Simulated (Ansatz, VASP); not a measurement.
# SnTe2 in two plane-wave programs, part 2 of 2

Aim: how closely do two programs agree when they are given the same cell, functional and k mesh? The cell is generated by rule, not measured, and may not be a known phase. The cell is taken from a series of runs on this material, whose earlier steps may have relaxed, scaled, displaced or heated it; both programs get it as it stands.

VASP 6.6.1 and Ansatz 0.2.0.

So far: Set-up; Ansatz: zone-centre phonons, PBE; VASP: zone-centre phonons, PBE.

## (3) VASP: zone-centre phonons, PBE (continued)

Level of this step: PBE; plane waves and PAW (Sn_d, Te); invented cell (VASP).

Numbers of over 12 decimals in the logs are rounded to 6 here.

OUTCAR, selected parts (step 3):

```text
ion  position               nearest neighbor table
   1  0.000  0.000  0.000-   3 3.22   3 3.22   3 3.22   2 3.22   3 3.22   2 3.22   2 3.22   2 3.22

  LATTYP: Found a face centered cubic cell.
 ALAT       =     7.4455095846

 Subroutine GETGRP returns: Found 48 space group operations
 (whereof 48 operations were pure point group operations)

The static configuration has the point symmetry O_h .

 Found     72 irreducible k-points:

   k-points           NKPTS =     72   k-points in BZ     NKDIM =     72   number of bands    NBANDS=     19

   dimension x,y,z NGX =    40 NGY =   40 NGZ =   40
   dimension x,y,z NGXF=    80 NGYF=   80 NGZF=   80

   ENCUT  =  500.0 eV  36.75 Ry    6.06 a.u.   9.60  9.60  9.60*2*pi/ulx,y,z

   NELECT =      26.0000    total number of electrons

 k-points in reciprocal lattice and weights: Automatic mesh
   0.00000000  0.00000000  0.00000000       0.001
   0.08333333  0.00000000  0.00000000       0.005
   0.16666667  0.00000000  0.00000000       0.005
   0.25000000  0.00000000  0.00000000       0.005
   0.33333333  0.00000000  0.00000000       0.005
   0.41666667  0.00000000  0.00000000       0.005
   0.50000000  0.00000000  0.00000000       0.002
   0.08333333  0.08333333  0.00000000       0.003
   0.16666667  0.08333333  0.00000000       0.014
[...]
-0.33333333  0.50000000  0.16666667       0.007
  -0.25000000  0.50000000  0.25000000       0.003

 average (electrostatic) potential at core
       1-101.6049       2 -89.0879       3 -89.0879

  Total       -0.0170992     -0.0170992     -0.0170992      0.0000000      0.0000000      0.0000000
  in kB       -0.2654987     -0.2654987     -0.2654987      0.0000000      0.0000000      0.0000000
  external PRESSURE =      -0.2654987 kB  Pullay stress =       0.0000000 kB

  energy-cutoff  :      500.00
  volume of cell :      103.19
      direct lattice vectors                 reciprocal lattice vectors
     0.000000000  3.722754792  3.722754792    -0.134309141  0.134309141  0.134309141
     3.722754792  0.000000000  3.722754792     0.134309141 -0.134309141  0.134309141
     3.722754792  3.722754792  0.000000000     0.134309141  0.134309141 -0.134309141

 POSITION                                       TOTAL-FORCE (eV/Angst)
 -----------------------------------------------------------------------------------
      0.00000      0.00000      0.00000         0.000000      0.000000      0.000000
      1.86138      1.86138      1.86138        -0.000000     -0.000000     -0.000000
      5.58413      5.58413      5.58413         0.000000      0.000000      0.000000
 -----------------------------------------------------------------------------------
    total drift:                               -0.000000      0.000000      0.000000

 Eigenvectors and eigenvalues of the dynamical matrix
 ----------------------------------------------------

   1 f  =    2.249320 THz    14.132894 2PiTHz   75.029237 cm-1     9.302436 meV
             X         Y         Z           dx          dy          dz
      0.000000  0.000000  0.000000    -0.812919   -0.155472   -0.038968
      1.861377  1.861377  1.861377     0.388421    0.074286    0.018619
      5.584132  5.584132  5.584132     0.388421    0.074286    0.018619

   2 f  =    2.249320 THz    14.132894 2PiTHz   75.029237 cm-1     9.302436 meV
             X         Y         Z           dx          dy          dz
      0.000000  0.000000  0.000000     0.037868    0.009443   -0.827650
      1.861377  1.861377  1.861377    -0.018094   -0.004512    0.395459
      5.584132  5.584132  5.584132    -0.018094   -0.004512    0.395459

   3 f  =    2.249320 THz    14.132894 2PiTHz   75.029237 cm-1     9.302436 meV
             X         Y         Z           dx          dy          dz
      0.000000  0.000000  0.000000     0.155744   -0.813798   -0.002159
      1.861377  1.861377  1.861377    -0.074416    0.388841    0.001031
      5.584132  5.584132  5.584132    -0.074416    0.388841    0.001031

   4 f  =    1.991972 THz    12.515929 2PiTHz   66.445032 cm-1     8.238130 meV
             X         Y         Z           dx          dy          dz
      0.000000  0.000000  0.000000     0.000000   -0.000000   -0.000000
      1.861377  1.861377  1.861377     0.369134    0.600189    0.059272
      5.584132  5.584132  5.584132    -0.369134   -0.600189   -0.059272

   5 f  =    1.991972 THz    12.515929 2PiTHz   66.445032 cm-1     8.238130 meV
             X         Y         Z           dx          dy          dz
      0.000000  0.000000  0.000000     0.000000    0.000000   -0.000000
      1.861377  1.861377  1.861377     0.599643   -0.372676    0.039262
      5.584132  5.584132  5.584132    -0.599643    0.372676   -0.039262

   6 f  =    1.991972 THz    12.515929 2PiTHz   66.445032 cm-1     8.238130 meV
             X         Y         Z           dx          dy          dz
      0.000000  0.000000  0.000000     0.000000   -0.000000    0.000000
      1.861377  1.861377  1.861377     0.064564    0.029768   -0.703523
      5.584132  5.584132  5.584132    -0.064564   -0.029768    0.703523

   7 f/i=    0.009707 THz     0.060992 2PiTHz    0.323795 cm-1     0.040145 meV
             X         Y         Z           dx          dy          dz
      0.000000  0.000000  0.000000     0.000924   -0.080354   -0.554089
      1.861377  1.861377  1.861377     0.000966   -0.084086   -0.579821
      5.584132  5.584132  5.584132     0.000966   -0.084086   -0.579821

   8 f/i=    0.009707 THz     0.060992 2PiTHz    0.323795 cm-1     0.040145 meV
             X         Y         Z           dx          dy          dz
      0.000000  0.000000  0.000000    -0.480054    0.285035   -0.042136
      1.861377  1.861377  1.861377    -0.502348    0.298273   -0.044093
      5.584132  5.584132  5.584132    -0.502348    0.298273   -0.044093

   9 f/i=    0.009707 THz     0.060992 2PiTHz    0.323795 cm-1     0.040145 meV
             X         Y         Z           dx          dy          dz
      0.000000  0.000000  0.000000     0.288131    0.475153   -0.068427
      1.861377  1.861377  1.861377     0.301512    0.497219   -0.071605
      5.584132  5.584132  5.584132     0.301512    0.497219   -0.071605

 ELASTIC MODULI CONTR FROM IONIC RELAXATION (kBar)
 Direction    XX          YY          ZZ          XY          YZ          ZX
 --------------------------------------------------------------------------------
 XX          -0.0000     -0.0000     -0.0000      0.0000     -0.0000      0.0000
 YY          -0.0000     -0.0000     -0.0000      0.0000      0.0000     -0.0000
 ZZ          -0.0000     -0.0000     -0.0000     -0.0000      0.0000      0.0000
 XY           0.0000      0.0000     -0.0000   -177.5074      0.0000      0.0000
 YZ          -0.0000      0.0000      0.0000      0.0000   -177.5074     -0.0000
 ZX           0.0000     -0.0000      0.0000      0.0000      0.0000   -177.5074
 --------------------------------------------------------------------------------
```

## (4) Side by side

Known differences besides the potentials themselves: the data sets hold 46 valence electrons in Ansatz (on its default PAW (the set named soft_2) files) and 26 in VASP; the cutoff is 420 eV in Ansatz and 500 eV in VASP. Total energies have different zeros and are not compared.

Compared:

```
                  quantity  Ansatz  VASP  difference
optical mode 1 to 3 (cm⁻¹)    66.3  66.4     -0.14 %
optical mode 4 to 6 (cm⁻¹)    74.3  75.0     -0.96 %
```

Modes are paired by rising frequency, not by their patterns, so a pair may set unlike modes beside each other; they are those without the splitting of longitudinal modes.

## (5) What came out

- r.m.s. difference of the optical zone-centre modes, each program's sorted by frequency (zone-centre phonons, PBE): 0.51 cm⁻¹
- difference in optical mode 4 to 6 (zone-centre phonons, PBE): -1.0 %

What this shows: The r.m.s. difference of the optical zone-centre modes, each program's sorted by frequency is 0.51 cm⁻¹ (zone-centre phonons, PBE). The data sets hold unlike numbers of valence electrons (46 in Ansatz and 26 in VASP), so part of the differences comes from the potentials. Among the rows given in per cent, the largest difference of the zone-centre phonons, PBE pair is in optical mode 4 to 6, -1.0 %. How closely two codes agree says nothing of how well the functional describes the real material.

[Lines on the potential files, build, host, timing and source positions are cut from VASP's logs without a mark.]

[Logs are printed without paths, hosts, clocks, repeated set-up lines and the standing remarks that a program may print on its own settings, such as how far it seeks lower states.]

[Hosts, paths, dates, database ids (printed as entryN), source tags and the programs' standing remarks are cut or masked in the printed files.]
